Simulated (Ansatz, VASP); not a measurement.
# W2SeS3: VASP beside Ansatz, part 2 of 2

Aim: how closely do two programs agree when they are given the same cell, functional and k mesh? The structure shown is the end of the Ansatz relaxation below.

VASP 6.6.1 and Ansatz 0.2.0.

So far: Starting point; Ansatz: relaxation, PBEsol.

### Step 3. VASP: single point, PBEsol

Level of this step: PBEsol, no spin polarisation; plane waves and PAW (W, Se, S) (VASP).

The same cell, functional, mesh and smearing now go to VASP, with its own data sets.

Lines of VASP's logs that name or quote its potential files are left out, and so is its time.

File INCAR:

```
SYSTEM = W2SeS3
PREC = Accurate
ENCUT = 600
EDIFF = 1E-06
NELM = 120
ISMEAR = -1
SIGMA = 0.02
LREAL = .FALSE.
ALGO = Normal
GGA = PS
NBANDS = 48
LASPH = .TRUE.
LORBIT = 11
LWAVE = .FALSE.
LCHARG = .FALSE.
ISIF = 2
GGA_COMPAT = .FALSE.
EFERMI = MIDGAP
KPAR = 2
```

File POSCAR:

```
W2SeS3
1.0
    6.3495707095      0.0000000000      0.0000000000
   -3.1747853548      5.4988895376      0.0000000000
    0.0000000000      0.0000000000     18.1423650000
W Se S
4 2 6
Direct
    0.3356573707      0.1643426293      0.5000000000
    0.3356573707      0.6713147365      0.5000000000
    0.8286852635      0.1643426293      0.5000000000
    0.8333333350      0.6666666650      0.5000000000
    0.1666666683      0.3333333317      0.4062483931
    0.1666666683      0.3333333317      0.5937516069
    0.1661854630      0.8330927290      0.4140945381
    0.1661854630      0.8330927290      0.5859054619
    0.6669072710      0.3338145370      0.4140945381
    0.6669072710      0.3338145370      0.5859054619
    0.6669072710      0.8330927290      0.4140945381
    0.6669072710      0.8330927290      0.5859054619
```

File KPOINTS:

```
Automatic mesh
0
Gamma
5 5 2
0 0 0
```

The projector-augmented-wave data sets are W, Se and S (PBE family, release 64).

Started as:

```bash
$ mpirun -np 2 vasp_std
```

Numbers of over 12 decimals in the logs are rounded to 6 here.

Output:

```text
[banner, memory and clock lines left out]
running    2 mpi-ranks, on    1 nodes
 distrk:  each k-point on    1 cores,    2 groups
 distr:  one band on    1 cores,    1 groups

 POSCAR found type information on POSCAR W SeS
 POSCAR found :  3 types and      12 ions
|                                                                             |
|               ----> ADVICE to this user running VASP <----                  |
|                                                                             |
|     You enforced a specific xc type in the INCAR file but a different       |
|     [... a line on the potential file left out ...]
|     I HOPE YOU KNOW WHAT YOU ARE DOING!                                     |
|                                                                             |

 LDA part: xc-table for (Slater+PW92), standard interpolation
 POSCAR, INCAR and KPOINTS ok, starting setup
 FFT: planning ... GRIDC
 FFT: planning ... GRID_SOFT
 FFT: planning ... GRID
 WAVECAR not read
 entering main loop
       N       E                     dE             d eps       ncg     rms          rms(c)
DAV:   1     0.576664620623E+03    0.57666E+03   -0.27921E+04   960   0.130E+03
DAV:   2    -0.189398147688E+02   -0.59560E+03   -0.57523E+03  1512   0.244E+02
DAV:   3    -0.101338730365E+03   -0.82399E+02   -0.81769E+02  1120   0.979E+01
DAV:   4    -0.104242294429E+03   -0.29036E+01   -0.28864E+01  1368   0.210E+01
DAV:   5    -0.104318832618E+03   -0.76538E-01   -0.76440E-01  1408   0.300E+00    0.553E+01
DAV:   6    -0.100126450395E+03    0.41924E+01   -0.16421E+01  1424   0.150E+01    0.241E+01
DAV:   7    -0.994927289475E+02    0.63372E+00   -0.61131E+00  1272   0.101E+01    0.117E+01
DAV:   8    -0.992499082293E+02    0.24282E+00   -0.80750E-01  1320   0.421E+00    0.207E+00
DAV:   9    -0.992367572326E+02    0.13151E-01   -0.17088E-01  1400   0.147E+00    0.923E-01
DAV:  10    -0.992306619052E+02    0.60953E-02   -0.45788E-02  1368   0.872E-01    0.609E-01
DAV:  11    -0.992297580689E+02    0.90384E-03   -0.75263E-03  1376   0.384E-01    0.213E-01
DAV:  12    -0.992296838550E+02    0.74214E-04   -0.22507E-03  1408   0.184E-01    0.168E-01
DAV:  13    -0.992290895976E+02    0.59426E-03   -0.20988E-03  1296   0.164E-01    0.583E-02
DAV:  14    -0.992293182302E+02   -0.22863E-03   -0.20108E-04  1280   0.609E-02    0.571E-02
[...]
DAV:  19    -0.992302224607E+02   -0.26043E-04   -0.23051E-05  1120   0.967E-03    0.140E-02
DAV:  20    -0.992302745517E+02   -0.52091E-04   -0.17050E-06   960   0.326E-03    0.674E-03
DAV:  21    -0.992303664160E+02   -0.91864E-04   -0.83752E-06  1120   0.552E-03    0.372E-03
DAV:  22    -0.992303762393E+02   -0.98233E-05   -0.44418E-07   936   0.190E-03    0.262E-03
DAV:  23    -0.992303913013E+02   -0.15062E-04   -0.85894E-07   976   0.159E-03    0.230E-03
DAV:  24    -0.992303980816E+02   -0.67803E-05   -0.34347E-07   904   0.109E-03    0.659E-04
DAV:  25    -0.992303995260E+02   -0.14444E-05   -0.99637E-08   816   0.724E-04    0.612E-04
DAV:  26    -0.992303998598E+02   -0.33381E-06   -0.34110E-08   720   0.365E-04
   1 F= -.99230400E+02 E0= -.99230400E+02  d E =0.000000E+00
```

From OUTCAR (step 3):

```text
ion  position               nearest neighbor table
   1  0.336  0.164  0.500-   9 2.40  10 2.40   7 2.40   8 2.40   5 2.52   6 2.52   3 3.13   2 3.13
                             4 3.17   4 3.17   3 3.22   2 3.22
   2  0.336  0.671  0.500-   7 2.40   8 2.40  11 2.40  12 2.40   5 2.52   6 2.52   3 3.13   1 3.13
                             4 3.17   4 3.17   3 3.22   1 3.22
   3  0.829  0.164  0.500-   9 2.40  10 2.40  11 2.40  12 2.40   5 2.52   6 2.52   1 3.13   2 3.13
                             4 3.17   4 3.17   1 3.22   2 3.22
   4  0.833  0.667  0.500-   7 2.40   8 2.40  11 2.40  12 2.40   9 2.40  10 2.40   2 3.17   3 3.17
                             1 3.17   1 3.17   2 3.17   3 3.17
   5  0.167  0.333  0.406-   3 2.52   1 2.52   2 2.52
   6  0.167  0.333  0.594-   3 2.52   1 2.52   2 2.52
   7  0.166  0.833  0.414-   2 2.40   1 2.40   4 2.40
   8  0.166  0.833  0.586-   2 2.40   1 2.40   4 2.40
   9  0.667  0.334  0.414-   3 2.40   1 2.40   4 2.40
  10  0.667  0.334  0.586-   3 2.40   1 2.40   4 2.40
  11  0.667  0.833  0.414-   2 2.40   3 2.40   4 2.40
  12  0.667  0.833  0.586-   2 2.40   3 2.40   4 2.40

  LATTYP: Found a hexagonal cell.
 ALAT       =     6.3495707095
 C/A-ratio  =     2.8572585187

 Subroutine GETGRP returns: Found 12 space group operations
 (whereof  4 operations were pure point group operations)

The static configuration has the point symmetry C_2v.
 The point group associated with its full space group is D_3h.

 Found     10 irreducible k-points:

   k-points           NKPTS =     10   k-points in BZ     NKDIM =     10   number of bands    NBANDS=     48

   dimension x,y,z NGX =    54 NGY =   54 NGZ =  150
   dimension x,y,z NGXF=   108 NGYF=  108 NGZF=  300

   ENCUT  =  600.0 eV  44.10 Ry    6.64 a.u.  12.68 12.68 36.23*2*pi/ulx,y,z

   NELECT =      72.0000    total number of electrons

 k-points in reciprocal lattice and weights: Automatic mesh
   0.00000000  0.00000000  0.00000000       0.020
   0.20000000 -0.00000000  0.00000000       0.120
   0.40000000  0.00000000  0.00000000       0.120
   0.20000000  0.20000000  0.00000000       0.120
   0.40000000  0.20000000  0.00000000       0.120
   0.00000000  0.00000000  0.50000000       0.020
   0.20000000 -0.00000000  0.50000000       0.120
   0.40000000  0.00000000  0.50000000       0.120
   0.20000000  0.20000000  0.50000000       0.120
   0.40000000  0.20000000  0.50000000       0.120

 average (electrostatic) potential at core
       1 -46.9866       2 -46.9866       3 -46.9866       4 -47.0502       5 -59.6105
       6 -59.6105       7 -93.1891       8 -93.1891       9 -93.1891      10 -93.1891
      11 -93.1891      12 -93.1891

 E-fermi :  -0.8214

 k-point     1 :       0.0000    0.0000    0.0000
  band No.  band energies     occupation
    ...
     32      -2.7185      2.00000
     33      -2.7185      2.00000
     34      -2.6090      2.00000
     35      -2.6090      2.00000
     36      -1.9109      2.00000
     37       1.0974      0.00000
     38       1.1474      0.00000
     39       1.1474      0.00000
     40       1.2702      0.00000
     41       1.2702      0.00000
    ...

 k-point     2 :       0.2000   -0.0000    0.0000
  band No.  band energies     occupation
    ...
     32      -2.9369      2.00000
     33      -2.8639      2.00000
     34      -2.3738      2.00000
     35      -2.3490      2.00000
     36      -1.9691      2.00000
     37       0.9140      0.00000
     38       0.9849      0.00000
     39       1.0092      0.00000
     40       1.0481      0.00000
     41       1.0967      0.00000
    ...

 k-point     3 :       0.4000    0.0000    0.0000
  band No.  band energies     occupation
    ...
     32      -3.1417      2.00000
     33      -2.9279      2.00000
     34      -2.3964      2.00000
     35      -2.3013      2.00000
     36      -2.2565      2.00000
     37       0.4952      0.00000
     38       0.6223      0.00000
     39       0.6319      0.00000
     40       0.8059      0.00000
     41       0.8202      0.00000
    ...

  Total       -0.5030871     -0.5030871     -0.2715143      0.0000000      0.0000000     -0.0000000
  in kB       -1.2724493     -1.2724493     -0.6867364      0.0000000      0.0000000     -0.0000000
  external PRESSURE =      -1.0772117 kB  Pullay stress =       0.0000000 kB

  energy-cutoff  :      600.00
  volume of cell :      633.45
      direct lattice vectors                 reciprocal lattice vectors
     6.349570710  0.000000000  0.000000000     0.157490962  0.090927449  0.000000000
    -3.174785355  5.498889538  0.000000000     0.000000000  0.181854899  0.000000000
     0.000000000  0.000000000 18.142365000     0.000000000  0.000000000  0.055119605

 POSITION                                       TOTAL-FORCE (eV/Angst)
 -----------------------------------------------------------------------------------
      1.60953      0.90370      9.07118         0.010450     -0.006033     -0.000000
      0.00000      3.69149      9.07118        -0.000000      0.012066      0.000000
      4.74004      0.90370      9.07118        -0.010450     -0.006033     -0.000000
      3.17479      3.66593      9.07118         0.000000      0.000000      0.000000
      0.00000      1.83296      7.37031         0.000000      0.000000      0.016668
      0.00000      1.83296     10.77206         0.000000      0.000000     -0.016668
     -1.58968      4.58108      7.51265        -0.001175     -0.000678      0.019816
     -1.58968      4.58108     10.62971        -0.001175     -0.000678     -0.019816
      3.17479      1.83561      7.51265        -0.000000      0.001357      0.019816
      3.17479      1.83561     10.62971        -0.000000      0.001357     -0.019816
      1.58968      4.58108      7.51265         0.001175     -0.000678      0.019816
      1.58968      4.58108     10.62971         0.001175     -0.000678     -0.019816
 -----------------------------------------------------------------------------------
    total drift:                               -0.000029      0.000018      0.000000

  FREE ENERGIE OF THE ION-ELECTRON SYSTEM (eV)
  ---------------------------------------------------
  free  energy   TOTEN  =       -99.2303998598 eV

  energy  without entropy=      -99.2303998598  energy(sigma->0) =      -99.23039986

 total charge
# of ion       s       p       d       tot
------------------------------------------
    1        0.561   0.703   4.292   5.556
    2        0.561   0.703   4.292   5.556
    3        0.561   0.703   4.292   5.556
    4        0.561   0.716   4.289   5.566
    5        1.479   2.348   0.068   3.895
    6        1.479   2.348   0.068   3.895
    7        1.351   2.350   0.000   3.701
    8        1.351   2.350   0.000   3.701
    9        1.351   2.350   0.000   3.701
   10        1.351   2.350   0.000   3.701
   11        1.351   2.350   0.000   3.701
   12        1.351   2.350   0.000   3.701
--------------------------------------------------
tot         13.309  21.620  17.302  52.232

[... 3 further parts left out ...]
```

The run ends at a pressure of -0.11 GPa, with forces up to 0.020 eV/Å.

### Step 4. Comparison

Known differences besides the potentials themselves: the data sets hold 124 valence electrons in Ansatz (on its PAW soft_1 files) and 72 in VASP; Ansatz makes its cores anew for this functional, VASP keeps those of its PBE data sets; Ansatz's pressure holds a Pulay correction, VASP's none. Total energies have different zeros and are not compared.

Compared:

```csv
quantity,Ansatz,VASP,difference
pressure (GPa),0.00,-0.11,+0.11
gap on the k mesh (eV),2.087,2.083,+0.004
```

At this near-relaxed geometry the largest component of a force difference is 19 meV/Å. A gap on the mesh is an upper bound, since the band edges may lie between its points; neither run holds spin-orbit coupling, which can move the band edges of a compound of W. With vacuum in the cell, a pressure given here is an average over mostly empty space and none of the material.

### Step 5. Results

| Item | Value |
| --- | --- |
| difference in gap on the k mesh (single point, PBEsol) | 0.0039 eV |
| r.m.s. force difference (single point, PBEsol) | 9.3 meV/Å |

**Reading.** The r.m.s. force difference is 9.3 meV/Å (single point, PBEsol), within the 12 meV/Å picked in this series as the mark of a large difference. The data sets hold unlike numbers of valence electrons (124 in Ansatz and 72 in VASP), so part of the differences comes from the potentials. How closely two codes agree says nothing of how well the functional describes the real material.

[Lines on the potential files, build, host, timing and source positions are cut from VASP's logs without a mark.]

[Logs are printed without paths, hosts, clocks, repeated set-up lines and the standing remarks that a program may print on its own settings, such as how far it seeks lower states.]

[Hosts, paths, dates, database ids (printed as entryN), source tags and the programs' standing remarks are cut or masked in the printed files.]
